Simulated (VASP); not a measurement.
Here is the system:

```xyz
3
Lattice="1.5659 -2.7123 0.0000 1.5659 2.7123 0.0000 0.0000 0.0000 3.5415" Properties=species:S:1:pos:R:3 pbc="T T T"
Mg     0.0000     0.0000     0.0000
B      1.5659     0.9041     1.7707
B      1.5659    -0.9041     1.7707
```

All values below come from PBEsol GGA, VASP's PBE PAW potentials (set 64) (plane waves; VASP). Run with 520 eV cut-off, 11×11×9 Γ-centred mesh, first-order Methfessel-Paxton smearing of 0.10 eV, potentials Mg B.

### Question
The ions and cell shape at fixed volume are relaxed. What does this cell relax into?

### Answer

```xyz
3
Lattice="1.5530 -2.6898 0.0000 1.5530 2.6898 0.0000 0.0000 0.0000 3.6009" Properties=species:S:1:pos:R:3 pbc="T T T"
Mg     0.0000     0.0000     3.6009
B      1.5530     0.8966     1.8004
B      1.5530    -0.8966     1.8004
```
Space group P6/mmm (191), at a tolerance of 0.03 Å.

### Question
How much energy does the relaxation gain?

### Answer
The energy (σ→0) changes by -3.7 meV/atom, in 3 ionic steps.

The compound is MgB2 in the AlB2 type structure. This cell is one point of a volume scan, at 1.06 of the reference volume. Symmetry was kept, so distortions that lower it aren't found.
